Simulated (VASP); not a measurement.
Energy against volume of KTaO₃ (cubic perovskite). These are optB86b-vdW, VASP's PBE PAW potentials (set 64) (plane waves; VASP) values and carry that method's errors. Numerical set-up: 520 eV cut-off, 6×6×6 Γ-centred mesh, Gaussian smearing of 0.050 eV, potentials K_sv Ta_pv O.

```json
[
 {"V (Å³/atom)": "12.479", "E (eV/atom)": "-6.41999"},
 {"V (Å³/atom)": "12.865", "E (eV/atom)": "-6.42810"},
 {"V (Å³/atom)": "13.251", "E (eV/atom)": "-6.42174"},
 {"V (Å³/atom)": "13.637", "E (eV/atom)": "-6.40316"}
]
```

### Question
Fit these four points and predict the energy of the run at 12.093 Å³/atom.

### Answer
A cubic in V^(−2/3), the third-order Birch-Murnaghan form, passes through the four points with V0 = 12.88 Å³/atom and B0 = 199 GPa, and gives -6.3948 eV/atom there. The run gave -6.3949 eV/atom, -0.1 meV/atom from the fit; all five points give B0 = 198 GPa.

The compound is KTaO3 in the cubic perovskite structure. It was relaxed first.
